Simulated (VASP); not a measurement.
Al2O3:

```xyz
10
Lattice="2.3900 1.3799 4.3400 -2.3900 1.3799 4.3400 0.0000 -2.7597 4.3400" Properties=species:S:1:pos:R:3 pbc="T T T"
Al    0.0000    0.0000    4.5869
Al    0.0000    0.0000    1.9231
Al    0.0000    0.0000    8.4331
Al    0.0000    0.0000   11.0969
O    -0.9254    1.3799    7.5950
O    -0.7323   -1.4914    7.5950
O     1.6577    0.1115    7.5950
O     0.9254   -1.3799    5.4250
O     0.7323    1.4914    5.4250
O    -1.6577   -0.1115    5.4250
```

The cell was built by a generator and needn't be a form met in nature.

```yaml
Program: VASP 6.6.1
Task: relaxation of cell and atoms
Functional: r2SCAN
Dispersion: rVV10
Potentials_or_basis: VASP PAW PBE potentials, release 64 (Al, O)
Cutoff: 600 eV
k_mesh: 8 × 8 × 8
Occupations: gaussian, width 0.02 eV
Spin: no spin polarisation
```

At the start: pressure -4.6 GPa; volume 8.59 Å³/atom.

Problem. How do energy, volume and symmetry change on relaxing?

Solution. Over 8 steps the energy falls by 2.5 meV/atom and the volume is 8.43 Å³/atom (-1.8 %); space group R-3c (No. 167, to 0.05 Å).

The path:
```tsv
step	energy change (eV)	largest force (eV/Å)	pressure (GPa)	volume (Å³)
1	0.0000	0.0737	-4.65	85.88
2	-0.0021	0.0631	4.91	82.82
3	-0.0243	0.0578	0.12	84.28
4	-0.0243	0.0582	0.01	84.32
5	-0.0247	0.0129	-0.01	84.32
6	-0.0247	0.0066	-0.02	84.32
7	-0.0247	0.0068	-0.02	84.32
8	-0.0247	0.0003	0.02	84.31
```

Final structure:
```yaml
crystal:
  lattice:
    - [2.37389, 1.37057, 4.31887]
    - [-2.37389, 1.37057, 4.31887]
    - [0.00000, -2.74113, 4.31887]
  atoms:
    - { symbol: Al, position: [0.35188, 0.35188, 0.35188] }
    - { symbol: Al, position: [0.14812, 0.14812, 0.14812] }
    - { symbol: Al, position: [0.64812, 0.64812, 0.64812] }
    - { symbol: Al, position: [0.85188, 0.85188, 0.85188] }
    - { symbol: O, position: [0.55632, 0.94368, 0.25000] }
    - { symbol: O, position: [0.25000, 0.55632, 0.94368] }
    - { symbol: O, position: [0.94368, 0.25000, 0.55632] }
    - { symbol: O, position: [0.44368, 0.05632, 0.75000] }
    - { symbol: O, position: [0.75000, 0.44368, 0.05632] }
    - { symbol: O, position: [0.05632, 0.75000, 0.44368] }
```

Caveat: the PAW data sets were made with another functional, which shifts forces and pressure a little.
